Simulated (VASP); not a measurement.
**BAs: input slips in a band-gap run and what they do**

Aim: see how common mistakes in a band-structure run show up, on BAs. The starting structure is a measured crystal structure from the Crystallography Open Database. Cell and atoms stay as given unless a step says otherwise.

Program: VASP 6.6.1. Level of theory: Kohn-Sham DFT with plane waves and PAW; LDA. Results are calculated unless marked as measured.

### 1. Starting point

Symmetry: F-43m, No. 216, cubic system. Conventional cell: a = 4.777 Å, b = 4.777 Å, c = 4.777 Å, α = 90.00°, β = 90.00°, γ = 90.00°. Nearest to As lie 4 B at 2.07 Å. Nearest to B lie 4 As at 2.07 Å. Farther neighbours are not listed.

Structure file:

```xyz
2
Lattice="0.0000 2.3885 2.3885 2.3885 0.0000 2.3885 2.3885 2.3885 0.0000" Properties=species:S:1:pos:R:3 pbc="T T T"
As    3.5827    3.5827    3.5827
B     0.0000    0.0000    0.0000
```

### 2. Reference bands

Contents of INCAR:

```
SYSTEM = BAs
PREC = Accurate
ENCUT = 370
EDIFF = 1E-06
NELM = 100
ISMEAR = 0
SIGMA = 0.03
LREAL = .FALSE.
ALGO = Normal
GGA = CA
NBANDS = 16
LORBIT = 11
LWAVE = .FALSE.
LCHARG = .FALSE.
KPAR = 4
```

Contents of POSCAR:

```
BAs
1.0
    0.0000000000      2.3885000000      2.3885000000
    2.3885000000      0.0000000000      2.3885000000
    2.3885000000      2.3885000000      0.0000000000
As B
1 1
Direct
    0.7500000000      0.7500000000      0.7500000000
    0.0000000000      0.0000000000      0.0000000000
```

Contents of KPOINTS:

```
Automatic mesh
0
Gamma
8 8 8
0 0 0
```

Contents of KPOINTS_OPT:

```
Line mode
10
Line-mode
Reciprocal
  0.00000000   0.00000000   0.00000000 GAMMA
  0.50000000   0.00000000   0.50000000 X

  0.50000000   0.00000000   0.50000000 X
  0.50000000   0.25000000   0.75000000 W

  0.50000000   0.25000000   0.75000000 W
  0.37500000   0.37500000   0.75000000 K

  0.37500000   0.37500000   0.75000000 K
  0.00000000   0.00000000   0.00000000 GAMMA

  0.00000000   0.00000000   0.00000000 GAMMA
  0.50000000   0.50000000   0.50000000 L

  0.50000000   0.50000000   0.50000000 L
  0.62500000   0.25000000   0.62500000 U

  0.62500000   0.25000000   0.62500000 U
  0.50000000   0.25000000   0.75000000 W

  0.50000000   0.25000000   0.75000000 W
  0.50000000   0.50000000   0.50000000 L

  0.50000000   0.50000000   0.50000000 L
  0.37500000   0.37500000   0.75000000 K

  0.62500000   0.25000000   0.62500000 U
  0.50000000   0.00000000   0.50000000 X
```

The projector-augmented-wave data sets are As and B (LDA family, release 64).

Started as:

```console
> mpirun -np 4 vasp_std
```

The log of the run:

```text
[banner, memory and clock lines left out]
running    4 mpi-ranks, on    1 nodes
 distrk:  each k-point on    1 cores,    4 groups
 distr:  one band on    1 cores,    1 groups

 POSCAR found type information on POSCAR AsB
 POSCAR found :  2 types and       2 ions
 LDA part: xc-table for (Slater(with rela. corr.)+CA(PZ))
 , standard interpolation
 POSCAR, INCAR and KPOINTS ok, starting setup
 FFT: planning ... GRIDC
 FFT: planning ... GRID_SOFT
 FFT: planning ... GRID
 WAVECAR not read
 entering main loop
       N       E                     dE             d eps       ncg     rms          rms(c)
DAV:   1     0.524925777913E+01    0.52493E+01   -0.28124E+03   936   0.330E+02
DAV:   2    -0.132191546151E+02   -0.18468E+02   -0.17729E+02  1304   0.751E+01
DAV:   3    -0.136400456262E+02   -0.42089E+00   -0.42050E+00  1072   0.948E+00
DAV:   4    -0.136407202956E+02   -0.67467E-03   -0.67466E-03  1224   0.462E-01
DAV:   5    -0.136407212284E+02   -0.93275E-06   -0.93274E-06  1080   0.164E-02    0.502E+00
DAV:   6    -0.130110758292E+02    0.62965E+00   -0.15168E+00  1128   0.353E+00    0.231E+00
DAV:   7    -0.129305717525E+02    0.80504E-01   -0.16162E-01  1176   0.148E+00    0.923E-01
DAV:   8    -0.129175886230E+02    0.12983E-01   -0.17349E-02  1152   0.552E-01    0.954E-02
DAV:   9    -0.129176543898E+02   -0.65767E-04   -0.84166E-04  1008   0.131E-01    0.506E-02
DAV:  10    -0.129176492339E+02    0.51559E-05   -0.63899E-05  1152   0.330E-02    0.765E-03
DAV:  11    -0.129176492644E+02   -0.30498E-07   -0.85866E-07  1096   0.476E-03
   1 F= -.12917649E+02 E0= -.12917649E+02  d E =-.614914E-25
 Start KPOINTS_OPT (optional k-point list driver)
k-point batch [1-29\100]
       N       E                     dE             ncg
DAV:   1     0.453240274536E+03   -0.66718E+04      928
DAV:   2    -0.113550026541E+03   -0.56679E+03     1256
DAV:   3    -0.127094568671E+03   -0.13545E+02     1112
DAV:   4    -0.127115758860E+03   -0.21190E-01     1248
DAV:   5    -0.127115787668E+03   -0.28808E-04     1104
DAV:   6    -0.127115787727E+03   -0.59022E-07     1048
[...]
k-point batch [88-100\100]
       N       E                     dE             ncg
DAV:   1     0.436600439318E+04   -0.37707E+04      416
DAV:   2     0.411863301830E+04   -0.24737E+03      552
DAV:   3     0.411345165570E+04   -0.51814E+01      512
DAV:   4     0.411344309748E+04   -0.85582E-02      528
DAV:   5     0.411344308366E+04   -0.13813E-04      528
DAV:   6     0.411344308363E+04   -0.35659E-07      472
```

The job ended after 5.8 s (4 MPI ranks of Intel Xeon Platinum 8375C at 2.90GHz (Ice Lake), shared host; peak memory 0.48 GiB; 16 s of CPU time).

The logs omit lines about the potential files and the build; timing stands in the text.

OUTCAR, selected parts (step 2):

```text
ion  position               nearest neighbor table
   1  0.750  0.750  0.750-   2 2.07   2 2.07   2 2.07   2 2.07
   2  0.000  0.000  0.000-   1 2.07   1 2.07   1 2.07   1 2.07

  LATTYP: Found a face centered cubic cell.
 ALAT       =     4.7770000000

 Subroutine GETGRP returns: Found 24 space group operations
 (whereof 24 operations were pure point group operations)

The static configuration has the point symmetry T_d .

 Found     29 irreducible k-points:

   k-points           NKPTS =     29   k-points in BZ     NKDIM =     29   number of bands    NBANDS=     16

   dimension x,y,z NGX =    24 NGY =   24 NGZ =   24
   dimension x,y,z NGXF=    48 NGYF=   48 NGZF=   48

   ENCUT  =  370.0 eV  27.19 Ry    5.21 a.u.   5.30  5.30  5.30*2*pi/ulx,y,z

   NELECT =       8.0000    total number of electrons

 k-points in reciprocal lattice and weights: Automatic mesh
   0.00000000  0.00000000  0.00000000       0.002
   0.12500000  0.00000000  0.00000000       0.016
   0.25000000  0.00000000  0.00000000       0.016
   0.37500000  0.00000000  0.00000000       0.016
   0.50000000  0.00000000  0.00000000       0.008
   0.12500000  0.12500000  0.00000000       0.012
   0.25000000  0.12500000  0.00000000       0.047
   0.37500000  0.12500000  0.00000000       0.047
   0.50000000  0.12500000  0.00000000       0.047
[...]
-0.37500000  0.50000000  0.12500000       0.023
  -0.25000000  0.50000000  0.25000000       0.012

 average (electrostatic) potential at core
       1 -51.9945       2 -31.9506

 E-fermi :   6.3674

 k-point     1 :       0.0000    0.0000    0.0000
  band No.  band energies     occupation
      1      -9.2192      2.00000
      2       6.1578      2.00000
      3       6.1578      2.00000
      4       6.1578      2.00000
      5       9.4066      0.00000
      6       9.4066      0.00000
      7       9.4066      0.00000
      8      10.8504      0.00000
      9      15.5134      0.00000
    ...

 k-point     2 :       0.1250    0.0000    0.0000
  band No.  band energies     occupation
      1      -8.9640      2.00000
      2       4.2027      2.00000
      3       5.7200      2.00000
      4       5.7200      2.00000
      5       9.5203      0.00000
      6       9.9813      0.00000
      7       9.9813      0.00000
      8      12.0995      0.00000
      9      16.4610      0.00000
    ...

 k-point     3 :       0.2500    0.0000    0.0000
  band No.  band energies     occupation
      1      -8.2212      2.00000
      2       1.2365      2.00000
      3       5.0112      2.00000
      4       5.0112      2.00000
      5       9.2061      0.00000
      6      10.7761      0.00000
      7      10.7761      0.00000
      8      13.9649      0.00000
      9      17.2589      0.00000
    ...

  Total       -0.5353380     -0.5353380     -0.5353380      0.0000000      0.0000000      0.0000000
  in kB      -31.4726220    -31.4726220    -31.4726220      0.0000000      0.0000000      0.0000000
  external PRESSURE =     -31.4726220 kB  Pullay stress =       0.0000000 kB

  energy-cutoff  :      370.00
  volume of cell :       27.25
      direct lattice vectors                 reciprocal lattice vectors
     0.000000000  2.388500000  2.388500000    -0.209336404  0.209336404  0.209336404
     2.388500000  0.000000000  2.388500000     0.209336404 -0.209336404  0.209336404
     2.388500000  2.388500000  0.000000000     0.209336404  0.209336404 -0.209336404

 POSITION                                       TOTAL-FORCE (eV/Angst)
 -----------------------------------------------------------------------------------
      3.58275      3.58275      3.58275        -0.000000     -0.000000     -0.000000
      0.00000      0.00000      0.00000         0.000000      0.000000      0.000000
 -----------------------------------------------------------------------------------
    total drift:                               -0.000000     -0.000000     -0.000000

  FREE ENERGIE OF THE ION-ELECTRON SYSTEM (eV)
  ---------------------------------------------------
  free  energy   TOTEN  =       -12.9176492644 eV

  energy  without entropy=      -12.9176492644  energy(sigma->0) =      -12.91764926

 total charge
# of ion       s       p       d       tot
------------------------------------------
    1        1.179   1.675   0.086   2.940
    2        0.651   1.182   0.000   1.833
--------------------------------------------------
tot          1.830   2.856   0.086   4.773

[... 3 further parts left out ...]
```

Spin-orbit coupling is off here; it would split degenerate levels. At this level the cell is under a tension of 3.1 GPa, so at these settings it is away from equilibrium.

The reference gap is 1.125 eV.

### 3. Bands with one electron missing

A slip made on purpose: one electron missing. Against step 2 the input has NELECT = 7 (also changed: NELM).

Edit INCAR of step 2 so:

```diff
@@ -4,3 +4,3 @@
 EDIFF = 1E-06
-NELM = 100
+NELM = 60
 ISMEAR = 0
@@ -15 +15,2 @@
 KPAR = 4
+NELECT = 7
```

POSCAR is that of step 2.

KPOINTS is that of step 2.

KPOINTS_OPT is that of step 2.

Started as:

```console
> mpirun -np 4 vasp_std
```

The log of the run:

```text
[... set-up lines as in an earlier step ...]
 entering main loop
       N       E                     dE             d eps       ncg     rms          rms(c)
DAV:   1    -0.180452395595E+01   -0.18045E+01   -0.20992E+03   936   0.259E+02
DAV:   2    -0.170510197633E+02   -0.15246E+02   -0.14706E+02  1304   0.647E+01
DAV:   3    -0.173843683695E+02   -0.33335E+00   -0.33281E+00  1072   0.805E+00
DAV:   4    -0.173849238857E+02   -0.55552E-03   -0.55551E-03  1224   0.393E-01
DAV:   5    -0.173849246723E+02   -0.78656E-06   -0.78650E-06  1080   0.141E-02BRMIX: very serious problems
 the old and the new charge density differ
 old charge density:     8.00000 new    7.00000
BRMIX: very serious problems
 the old and the new charge density differ
 old charge density:     8.00000 new    7.00000
BRMIX: very serious problems
 the old and the new charge density differ
 old charge density:     8.00000 new    7.00000
BRMIX: very serious problems
 the old and the new charge density differ
 old charge density:     8.00000 new    7.00000
    0.436E+00
[...]
DAV:   8    -0.174280582354E+02    0.23401E-02   -0.36058E-03  1112   0.268E-01    0.139E-01
DAV:   9    -0.174279127670E+02    0.14547E-03   -0.38976E-04  1224   0.791E-02    0.239E-02
DAV:  10    -0.174279115610E+02    0.12060E-05   -0.14503E-05   992   0.145E-02    0.155E-02
DAV:  11    -0.174279111216E+02    0.43933E-06   -0.38744E-06  1240   0.704E-03
   1 F= -.17427911E+02 E0= -.17427212E+02  d E =-.139811E-02
 Start KPOINTS_OPT (optional k-point list driver)
k-point batch [1-29\100]
       N       E                     dE             ncg
DAV:   1     0.221197482084E+03   -0.56925E+04      928
DAV:   2    -0.228304945552E+03   -0.44950E+03     1248
DAV:   3    -0.238920255595E+03   -0.10615E+02     1096
DAV:   4    -0.238939793002E+03   -0.19537E-01     1256
DAV:   5    -0.238939827219E+03   -0.34217E-04     1088
DAV:   6    -0.238939827310E+03   -0.91522E-07     1064
[...]
k-point batch [88-100\100]
       N       E                     dE             ncg
DAV:   1     0.353436001937E+04   -0.31367E+04      416
DAV:   2     0.333019620803E+04   -0.20416E+03      552
DAV:   3     0.332567467890E+04   -0.45215E+01      512
DAV:   4     0.332566580915E+04   -0.88698E-02      528
DAV:   5     0.332566579142E+04   -0.17725E-04      528
DAV:   6     0.332566579137E+04   -0.55825E-07      448
```

Wall time 4.6 s (4 MPI ranks); peak memory 0.48 GiB.

Parts of OUTCAR (step 3):

```text
  Total      -10.4146221    -10.4146221    -10.4146221     -0.0000000      0.0000000      0.0000000
  in kB     -612.2775950   -612.2775950   -612.2775950     -0.0000000      0.0000000      0.0000000
  external PRESSURE =    -612.2775950 kB  Pullay stress =       0.0000000 kB

 POSITION                                       TOTAL-FORCE (eV/Angst)
 -----------------------------------------------------------------------------------
      3.58275      3.58275      3.58275         0.000000      0.000000      0.000000
      0.00000      0.00000      0.00000        -0.000000     -0.000000     -0.000000
 -----------------------------------------------------------------------------------
    total drift:                               -0.000000     -0.000000     -0.000000

  FREE ENERGIE OF THE ION-ELECTRON SYSTEM (eV)
  ---------------------------------------------------
  free  energy   TOTEN  =       -17.4279111216 eV

  energy  without entropy=      -17.4265130145  energy(sigma->0) =      -17.42721207

[... 2 parts as in an earlier step ...]

[... 1 further part left out ...]
[key lines of the parts left out:]
E-fermi :   3.7435
```

With one electron missing there is no gap to read, since by its occupations the run counts as a metal (its levels may still leave one).

### 4. Bands with a hybrid's name typed into the meta-GGA tag

A slip made on purpose: a hybrid's name typed into the meta-GGA tag. Against step 2 the input has METAGGA = HSE06 and no GGA (also changed: NELM).

Edit INCAR of step 3 so:

```diff
@@ -9,3 +9,2 @@
 ALGO = Normal
-GGA = CA
 NBANDS = 16
@@ -15,2 +14,2 @@
 KPAR = 4
-NELECT = 7
+METAGGA = HSE06
```

POSCAR is that of step 3.

KPOINTS is that of step 3.

KPOINTS_OPT is that of step 3.

Started as:

```console
> mpirun -np 4 vasp_std
```

The log of the run:

```text
[banner, memory and clock lines left out]
running    4 mpi-ranks, on    1 nodes
[...]
|                                                                             |
|     EEEEEEE  RRRRRR   RRRRRR   OOOOOOO  RRRRRR      ###     ###     ###     |
|     E        R     R  R     R  O     O  R     R     ###     ###     ###     |
|     E        R     R  R     R  O     O  R     R     ###     ###     ###     |
|     EEEEE    RRRRRR   RRRRRR   O     O  RRRRRR       #       #       #      |
|     E        R   R    R   R    O     O  R   R                               |
|     E        R    R   R    R   O     O  R    R      ###     ###     ###     |
|     EEEEEEE  R     R  R     R  OOOOOOO  R     R     ###     ###     ###     |
|                                                                             |
|     Error: One of the selected functionals does not exist.                  |
|                                                                             |
|       ---->  I REFUSE TO CONTINUE WITH THIS SICK JOB ... BYE!!! <----       |
|                                                                             |

1
1
1
1
```

The job ended after 4.6 s (4 MPI ranks).

VASP stopped with this message: “Error: One of the selected functionals does not exist”.

(Part 1 of 2 ends here.)

[Lines on the potential files, build, host, timing and source positions are cut from VASP's logs without a mark.]

[Logs are printed without paths, hosts, clocks, repeated set-up lines and the standing remarks that a program may print on its own settings, such as how far it seeks lower states.]

[Hosts, paths, dates, database ids (printed as entryN), source tags and the programs' standing remarks are cut or masked in the printed files.]
